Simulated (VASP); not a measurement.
A convergence study with VASP on TiC (rock salt): one setting is varied, all else stays as given below, so the limit is that of these other settings. Each run relaxes cell and ions from the cell shown.

```
TiC
1.0
    0.00000     2.16500     2.16500
    2.16500     0.00000     2.16500
    2.16500     2.16500     0.00000
Ti C
1 1
Direct
  0.00000   0.00000   0.00000
  0.50000   0.50000   0.50000
```

These are PBE GGA, VASP's PBE PAW potentials (set 64) (plane waves; VASP 6.6.1) values and carry that method's errors. The tightest run used: 700 eV cut-off, 19×19×19 Γ-centred mesh, first-order Methfessel-Paxton smearing of 0.10 eV, potentials Ti_sv C.

| setting | relaxed volume (Å³/atom) | E (eV/atom) | irreducible k-points |
|---|---|---|---|
| 2×2×2 mesh | 10.709 | -8.6718 | 3 |
| 3×3×3 mesh | 10.214 | -9.2434 | 4 |
| 4×4×4 mesh | 10.134 | -9.3290 | 8 |

Task: These are the cheaper rows. Estimate the results at 19×19×19 mesh, and how far the last row shown lies from them.

Result: 
```json
[
 {"quantity": "relaxed volume (Å³/atom)", "tightest run": "10.171", "last row shown is off by": "-0.037"},
 {"quantity": "E (eV/atom)", "tightest run": "-9.3565", "last row shown is off by": "0.0275"}
]
```

Left out are rungs that failed or repeat a setting and relaxations that didn't move; long series are thinned to 24 rows.

The compound is TiC in the rock salt structure.
